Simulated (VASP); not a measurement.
All values below come from PBE GGA with D3 dispersion (zero damping), VASP's PBE PAW potentials (set 64) (plane waves; VASP).

The input files of a VASP run:

File KPOINTS:
```
Automatic mesh
0
Gamma
13 13 10
0 0 0
```

**INCAR**
```
IBRION  =  2   # conjugate gradients
EDIFFG  =  -0.01
LCHARG  =  .FALSE.
ALGO  =  Normal
SYSTEM  =  FePt
SIGMA  =  0.1   # width (eV)
ISMEAR  =  1   # Methfessel-Paxton
LASPH  =  .TRUE.
MAGMOM  =  2.9 0.3
ENCUT  =  520
LREAL  =  .FALSE.   # projection in real space or not
LORBIT  =  10
EDIFF  =  1E-7   # SCF stop (eV)
IVDW  =  11   # D3, zero damping
ISIF  =  4
LMAXMIX  =  6
NELM  =  100   # most electronic steps
PREC  =  Accurate
LWAVE  =  .FALSE.
GGA  =  PE   # PBE
NSW  =  30
ISPIN  =  2   # spin-polarised
```

File POSCAR:
```
FePt
1.0
  2.7147853366   0.0000000000   0.0000000000
  0.0000000000   2.7147853366   0.0000000000
  0.0000000000   0.0000000000   3.7780230646
Fe Pt
1 1
Cartesian
  0.0000000000   0.0000000000   0.0000000000
  1.3573926683   1.3573926683   1.8890115323
```

POTCAR, in this order: Fe Pt (PBE.64 set). Program: vasp_std.

The resulting files:

File OUTCAR:
```
 ion  position               nearest neighbor table
   1  0.000  0.000  0.000-   2 2.69   2 2.69   2 2.69   2 2.69   2 2.69   2 2.69   2 2.69   2 2.69
  LATTYP: Found a simple tetragonal cell.
 ALAT       =     2.7147853366
 C/A-ratio  =     1.3916470719
 Subroutine PRICEL returns:
 Original cell was already a primitive cell.
 Subroutine GETGRP returns: Found 16 space group operations
The static configuration has the point symmetry D_4h.
The dynamic configuration has the point symmetry D_4h.
The overall configuration has the point symmetry D_4h.
 Subroutine INISYM returns: Found 16 space group operations
 Subroutine IBZKPT returns following result:
 Found    168 irreducible k-points:

 Following reciprocal coordinates:
            Coordinates               Weight
  0.000000  0.000000  0.000000      1.000000
  0.076923  0.000000  0.000000      4.000000
  0.153846  0.000000  0.000000      4.000000
  0.230769  0.000000  0.000000      4.000000
  0.307692  0.000000  0.000000      4.000000
  0.384615  0.000000  0.000000      4.000000
  0.461538  0.000000  0.000000      4.000000
  0.076923  0.076923  0.000000      4.000000
  0.153846  0.076923  0.000000      8.000000
  0.230769  0.076923  0.000000      8.000000
  0.307692  0.076923  0.000000      8.000000
  0.384615  0.076923  0.000000      8.000000
  0.461538  0.076923  0.000000      8.000000
  0.153846  0.153846  0.000000      4.000000
  0.230769  0.153846  0.000000      8.000000
  0.307692  0.153846  0.000000      8.000000
  0.384615  0.153846  0.000000      8.000000
  0.461538  0.153846  0.000000      8.000000
  0.230769  0.230769  0.000000      4.000000
  0.307692  0.230769  0.000000      8.000000
  0.384615  0.230769  0.000000      8.000000
  0.461538  0.230769  0.000000      8.000000
  0.307692  0.307692  0.000000      4.000000
...
```

**OSZICAR**
```
       N       E                     dE             d eps       ncg     rms          rms(c)
DAV:   1     0.934739299212E+02    0.93474E+02   -0.87935E+03 10328   0.133E+03
DAV:   2    -0.127801466304E+02   -0.10625E+03   -0.95067E+02 10339   0.255E+02
DAV:   3    -0.161676692233E+02   -0.33875E+01   -0.32745E+01 12740   0.553E+01
DAV:   4    -0.162018102817E+02   -0.34141E-01   -0.34130E-01 11452   0.476E+00
DAV:   5    -0.162027245309E+02   -0.91425E-03   -0.91424E-03 13462   0.885E-01    0.164E+01
DAV:   6    -0.174716954595E+02   -0.12690E+01   -0.14367E+01 10891   0.841E+01    0.245E+01
DAV:   7    -0.149244201918E+02    0.25473E+01   -0.10065E+01 12797   0.804E+01    0.877E+00
DAV:   8    -0.148998805952E+02    0.24540E-01   -0.45527E-01 11936   0.103E+01    0.413E+00
DAV:   9    -0.148197565875E+02    0.80124E-01   -0.12084E-01 14684   0.750E+00    0.176E+00
DAV:  10    -0.148087436340E+02    0.11013E-01   -0.37611E-02 15293   0.377E+00    0.630E-01
DAV:  11    -0.148079558550E+02    0.78778E-03   -0.21704E-03 12984   0.695E-01    0.264E-01
DAV:  12    -0.148077993847E+02    0.15647E-03   -0.27665E-04 14052   0.243E-01    0.791E-02
DAV:  13    -0.148078078577E+02   -0.84730E-05   -0.33082E-05 12668   0.967E-02    0.315E-02
DAV:  14    -0.148078086037E+02   -0.74605E-06   -0.22605E-06 13460   0.171E-02    0.152E-02
DAV:  15    -0.148078089747E+02   -0.37098E-06   -0.21565E-06 12794   0.362E-02    0.454E-03
DAV:  16    -0.148078090969E+02   -0.12222E-06   -0.47828E-07 10400   0.126E-02    0.182E-03
DAV:  17    -0.148078090993E+02   -0.23679E-08   -0.38650E-08  5663   0.264E-03
   1 F= -.15936792E+02 E0= -.15936724E+02  d E =-.159368E+02  mag=     3.2521
       N       E                     dE             d eps       ncg     rms          rms(c)
DAV:   1    -0.148078180286E+02   -0.89317E-05   -0.14028E-02 11270   0.962E-01    0.109E-01
DAV:   2    -0.148077998360E+02    0.18193E-04   -0.88569E-04 13538   0.732E-01    0.173E-01
DAV:   3    -0.148076265189E+02    0.17332E-03   -0.49051E-04 12931   0.602E-01    0.514E-02
DAV:   4    -0.148075955703E+02    0.30949E-04   -0.51602E-05 12999   0.733E-02    0.232E-02
DAV:   5    -0.148075939170E+02    0.16532E-05   -0.48610E-06 14298   0.439E-02    0.841E-03
DAV:   6    -0.148075935827E+02    0.33430E-06   -0.34757E-07 10568   0.602E-03    0.352E-03
DAV:   7    -0.148075935458E+02    0.36912E-07   -0.73149E-08  5814   0.380E-03
   2 F= -.15936870E+02 E0= -.15936816E+02  d E =-.780563E-04  mag=     3.2481
```

### OUTCAR
```
------------------------ aborting loop because EDIFF is reached ----------------------------------------
 Edisp (eV)   -1.12928
  FORCE on cell =-STRESS in cart. coord.  units (eV):
  Direction    XX          YY          ZZ          XY          YZ          ZX
  --------------------------------------------------------------------------------------
  Total      -1.09769    -1.09769    -1.07200     0.00000     0.00000     0.00000
  in kB     -63.16181   -63.16181   -61.68384     0.00000     0.00000     0.00000
  external pressure =      -62.67 kB  Pullay stress =        0.00 kB
  volume of cell :       27.84
      direct lattice vectors                 reciprocal lattice vectors
     2.712892846  0.000000000  0.000000000     0.368610209  0.000000000  0.000000000
     0.000000000  2.712892846 -0.000000000     0.000000000  0.368610209 -0.000000000
     0.000000000  0.000000000  3.783295935     0.000000000  0.000000000  0.264319793
 POSITION                                       TOTAL-FORCE (eV/Angst)
 -----------------------------------------------------------------------------------
      0.00000      0.00000      0.00000         0.000000     -0.000000      0.000000
      1.35645      1.35645      1.89165         0.000000      0.000000      0.000000
 -----------------------------------------------------------------------------------
    total drift:                               -0.000000      0.000000      0.000000
  FREE ENERGIE OF THE ION-ELECTRON SYSTEM (eV)
  ---------------------------------------------------
  free  energy   TOTEN  =       -15.9368699677 eV

  energy  without entropy=      -15.9367066696  energy(sigma->0) =      -15.93681554

 total charge

# of ion       s       p       d       tot
------------------------------------------
    1        0.404   0.442   6.120   6.965
    2        0.712   0.655   8.053   9.420
--------------------------------------------------
tot          1.116   1.096  14.173  16.385

 magnetization (x)

# of ion       s       p       d       tot
------------------------------------------
    1        0.003  -0.008   2.917   2.912
    2       -0.025  -0.070   0.413   0.318
--------------------------------------------------
tot         -0.022  -0.078   3.330   3.230

 reached required accuracy - stopping structural energy minimisation
```
(Selected blocks of OUTCAR.)

### CONTCAR
```
FePt
   1.00000000000000
     2.7128928462246935    0.0000000000000000    0.0000000000000000
     0.0000000000000000    2.7128928462246935   -0.0000000000000000
     0.0000000000000000    0.0000000000000000    3.7832959349543547
  Fe              Pt
     1     1
Direct
     0.0000000000000000    0.0000000000000000    0.0000000000000000
     0.5000000000000000    0.5000000000000000    0.5000000000000000
```

**OUTCAR**
```
 val. band max:        8.5283360801   @ k =   0.4615   0.3846   0.4000

 cond. band min:       8.5310145617   @ k =   0.4615   0.3846   0.5000


 Fermi energy:         8.5305874476

 spin component 1

 k-point     1 :       0.0000    0.0000    0.0000
  band No.  band energies     occupation
      1      -0.9428      1.00000
      2       2.2834      1.00000
      3       2.4539      1.00000
      4       5.2054      1.00000
      5       5.2054      1.00000
      6       5.6121      1.00000
      7       6.5231      1.00000
      8       6.5783      1.00000
      9       8.0827      1.00000
     10       8.1566      1.00000
     11       8.1566      1.00000
     12      10.5687      0.00000
     13      17.8528      0.00000
     14      20.4594      0.00000
     15      20.4594      0.00000

 k-point     2 :       0.0769    0.0000    0.0000
  band No.  band energies     occupation
      1      -0.7872      1.00000
      2       2.3701      1.00000
      3       2.5578      1.00000
      4       5.1393      1.00000
      5       5.2483      1.00000
      6       5.6546      1.00000
      7       6.4861      1.00000
      8       6.5803      1.00000
      9       7.6533      1.00000
     10       7.9433      1.00000
     11       8.1189      1.00000
     12      11.2159      0.00000
     13      17.7636      0.00000
     14      19.6311      0.00000
     15      20.7437      0.00000

 k-point     3 :       0.1538    0.0000    0.0000
  band No.  band energies     occupation
      1      -0.3409      1.00000
      2       2.5707      1.00000
      3       2.9036      1.00000
      4       4.9475      1.00000
      5       5.3743      1.00000
      6       5.7462      1.00000
      7       6.3853      1.00000
      8       6.6211      1.00000
      9       6.8057      1.00000
     10       7.5794      1.00000
     11       8.0074      1.00000
     12      12.5051      0.00000
     13      17.0859      0.00000
...
```

Unless said otherwise, spin-orbit coupling is left out, though it shifts the bands of the heavy elements here.

The compound is FePt in the L1_0 structure. This cell is one point of a volume scan, at 1.03 of the reference volume. Symmetry was kept, so distortions that lower it aren't found.
